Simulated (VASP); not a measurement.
## B5Ru: relaxation of cell and atoms with PBE

The system is B5Ru.

```
CELL_PARAMETERS angstrom
0.00000 2.80149 2.80149
2.80149 0.00000 2.80149
2.80149 2.80149 0.00000
ATOMIC_POSITIONS crystal
B 0.87775 0.87775 0.87775
B 0.36674 0.87775 0.87775
B 0.25000 0.25000 0.25000
B 0.87775 0.36674 0.87775
B 0.87775 0.87775 0.36674
Ru 0.50000 0.50000 0.50000
```

The cell was built by a generator and needn't be a form met in nature.

```
Program                : VASP 6.6.1
Task                   : relaxation of cell and atoms
Functional             : PBE
Potentials or basis    : VASP PAW PBE potentials, release 64 (B, Ru_pv)
Cutoff                 : 600 eV
k mesh                 : 8 × 8 × 8
Occupations            : gaussian, width 0.05 eV
Spin                   : no spin polarisation
Further INCAR settings : ALGO = Normal; EDIFF = 1e-07; IBRION = 2; EDIFFG = -0.01; NSW = 60; ISIF = 3
```

The relaxed volume is 7.32 Å³/atom. The relaxed cell is a = 3.961 Å, b = 3.961 Å, c = 3.961 Å, α = 60.00°, β = 60.00°, γ = 60.00°. The space group after relaxing (to 0.05 Å) is F-43m (No. 216), the energy gained by relaxing is 0.1 meV/atom and the ionic steps are 3. The pressure after relaxing is 0.1 GPa and the band gap on the k mesh is none (metal or under the smearing width).

The path:
```csv
step,energy change (eV),largest force (eV/Å),pressure (GPa),volume (Å³)
1,0.0000,0.0629,-0.05,43.97
2,-0.0006,0.0328,0.05,43.96
3,-0.0008,0.0002,0.14,43.95
```

Final structure:
```yaml
crystal:
  lattice:
    - [0.00000, 2.80089, 2.80089]
    - [2.80089, 0.00000, 2.80089]
    - [2.80089, 2.80089, 0.00000]
  atoms:
    - { symbol: B, position: [0.87838, 0.87838, 0.87838] }
    - { symbol: B, position: [0.36486, 0.87838, 0.87838] }
    - { symbol: B, position: [0.25000, 0.25000, 0.25000] }
    - { symbol: B, position: [0.87838, 0.36486, 0.87838] }
    - { symbol: B, position: [0.87838, 0.87838, 0.36486] }
    - { symbol: Ru, position: [0.50000, 0.50000, 0.50000] }
```

Levels at points of the mesh, in eV from the Fermi level:
```
           k point  band 10  band 11  band 12  band 13  band 14  band 15  band 16  band 17  band 18
(0.00, 0.00, 0.00)    -7.10    -4.54    -4.54    -4.54    -4.05     0.87     0.87     0.87     1.79
(0.50, 0.00, 0.00)    -6.23    -5.16    -4.87    -4.87     0.17     0.34     0.34     0.79     2.56
(0.50, 0.50, 0.50)    -6.23    -5.16    -4.87    -4.87     0.17     0.34     0.34     0.79     2.56
(0.50, 0.50, 0.00)    -5.44    -4.58    -4.58    -3.51    -1.17     0.85     1.34     1.55     1.55
```

It took 2.2 min on 1 thread of Intel(R) Xeon(R) Platinum 8175M CPU @ 2.50GHz (Skylake/Cascade Lake), with other jobs on the host, peak memory 0.22 GiB.
